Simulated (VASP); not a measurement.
An input for Ansatz (written as the equivalent of a VASP run, and not itself run):

Ansatz 0.2 input:
```yaml
crystal:
  lattice:
    - [1.9697031, -3.4116255, 0.0000000]
    - [1.9697031, 3.4116255, 0.0000000]
    - [0.0000000, 0.0000000, 6.4111882]
  atoms:
    - { symbol: Cd, position: [0.6666670, 0.3333330, 0.5003874] }
    - { symbol: Cd, position: [0.3333330, 0.6666670, 0.0003874] }
    - { symbol: S, position: [0.6666670, 0.3333330, 0.8766126] }
    - { symbol: S, position: [0.3333330, 0.6666670, 0.3766126] }
kpoints:
  mp_grid: { grid: [6, 6, 4] }
hamiltonian:
  xc: r2scan
  pseudopotentials: { kind: paw }
scf:
  occupations: { method: gaussian, width: 0.05 }
  max_iter: 100
relax:
  max_steps: 40
  f_tol: 0.01
  cell: { p_target: 15 }
output: { forces: true, stress: true, eigenvalues: true }
```

Q: Translate this input to VASP (INCAR, KPOINTS, POSCAR, choice of POTCAR).

A: One answer among several that fit: 
### POSCAR
```
CdS
1
    1.9697030781    -3.4116255065    -0.0000000000
    1.9697030781     3.4116255065     0.0000000000
    0.0000000000     0.0000000000     6.4111881689
Cd S
2 2
Direct
  0.6666670000   0.3333330000   0.5003874264
  0.3333330000   0.6666670000   0.0003874264
  0.6666670000   0.3333330000   0.8766125736
  0.3333330000   0.6666670000   0.3766125736
```

INCAR:
```
! general
SYSTEM  = CdS
PREC    = Accurate
ENCUT   = 480
LREAL   = F   ! projection in real space or not
LASPH   = T

! electronic loop
EDIFF   = 1E-7
NELM    = 100   ! most electronic steps
ALGO    = Normal   ! blocked Davidson
LMAXMIX = 4
LMIXTAU = T

! smearing
ISMEAR  = 0   ! Gaussian
SIGMA   = 0.05

! functional
METAGGA = R2SCAN

! ions
IBRION  = 2   ! conjugate gradients
NSW     = 40
ISIF    = 3   ! ions, shape and volume
EDIFFG  = -0.01
PSTRESS = 150

! output
LWAVE   = F
LCHARG  = F
```

**KPOINTS**
```
kpoints
0
Gamma
6 6 4
```

POTCAR, in this order: Cd S (PBE.64 set). Program: vasp_std.

The two are equivalent in intent, not identical: each code has its own PAW files, so the cut-off isn't converted (ENCUT is set for VASP's; basis.ecutwfc is left out, and Ansatz then takes the one that its files recommend); Ansatz stops its SCF on the density residual and VASP on the energy change (EDIFF).

The compound is CdS in the wurtzite structure. This run relaxes it under an external pressure of 15 GPa. Symmetry was kept, so distortions that lower it aren't found.
